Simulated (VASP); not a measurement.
Here is a VASP 6.6.1 calculation.

INCAR

```
ALGO = Fast
EDIFF = 1E-7
ENCUT = 520
GGA = PE
ISIF = 2
ISMEAR = 0
LASPH = True
LCHARG = False
LREAL = False
LWAVE = False
NBANDS = 39
NELM = 100
PREC = Accurate
SIGMA = 0.1
```

File KPOINTS:

```
k-points
0
Gamma
  12 12 10
```

File POSCAR:

```
Cu3B5Pt
1.0
    5.2362769589      0.0000000000      0.0000000000
   -2.6181384794      4.5347488676      0.0000000000
    0.0000000000      0.0000000000      3.5808276840
Cu B Pt
3 5 1
Direct
    0.5135995315      0.0000000000      0.5000000000
    0.4864004685      0.4864004685      0.5000000000
    0.0000000000      0.5135995315      0.5000000000
    0.3112464891      0.0000000000      0.0000000000
    0.0000000000      0.3112464891      0.0000000000
    0.6666666667      0.3333333333      0.0000000000
    0.3333333333      0.6666666667      0.0000000000
    0.6887535109      0.6887535109      0.0000000000
    0.0000000000      0.0000000000      0.5000000000
```

Potentials or basis: VASP PAW PBE potentials, release 64 (Cu, B, Pt).

The run is started by

```bash
$ cat potpaw_PBE.64/Cu/POTCAR potpaw_PBE.64/B/POTCAR potpaw_PBE.64/Pt/POTCAR > POTCAR
$ mpirun -np 1 vasp_std > vasp.out
```

Q: Estimate the largest force.

A: 0.029 eV/Å.

Q: Estimate the band gap on the k mesh.

A: None (metal or under the smearing width).

Stress tensor (GPa, compression positive):
```
0.12 0.00 0.00
0.00 0.12 0.00
0.00 0.00 0.36
```

Spin-orbit coupling is left out, which matters for the levels of Pt.
